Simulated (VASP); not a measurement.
Consider the following.

```xyz
2
Lattice="0.0000 2.4570 2.4570 2.4570 0.0000 2.4570 2.4570 2.4570 0.0000" Properties=species:S:1:pos:R:3 pbc="T T T"
Mg     0.0000     0.0000     0.0000
S      2.4570     2.4570     2.4570
```

The numbers are results of PBE GGA, VASP's PBE PAW potentials (set 64) (plane waves; VASP 6.6.1), not measurements. Run with 500 eV cut-off, 9×9×9 Γ-centred mesh, Gaussian smearing of 0.050 eV, potentials Mg S.

Energy and stress use the plane-wave basis of the starting cell.

Question: The ions, cell shape and volume at an external pressure of 30.0 GPa are relaxed. Give the cell that the relaxation ends in.

Answer: 
```xyz
2
Lattice="0.0000 2.4085 2.4085 2.4085 0.0000 2.4085 2.4085 2.4085 0.0000" Properties=species:S:1:pos:R:3 pbc="T T T"
Mg     0.0000     0.0000     0.0000
S      2.4085     2.4085     2.4085
```
Space group Fm-3m (225), at a tolerance of 0.03 Å.

Question: How do energy and volume change from the first to the last step?

Answer: The energy (σ→0) changes by +132.3 meV/atom and the volume by -5.8 %, in 3 ionic steps.

| step | E(σ→0) (eV) | max force (eV/Å) | pressure (GPa) | volume (Å³) |
|---|---|---|---|---|
| 1 | -8.1858 | 0.000 | 19.87 | 29.67 |
| 2 | -7.4219 | 0.000 | 46.45 | 25.82 |
| 3 | -7.9212 | 0.000 | 29.79 | 27.94 |

The compound is MgS in the rock salt structure. This run relaxes it under an external pressure of 30 GPa. Symmetry was kept, so distortions that lower it aren't found.
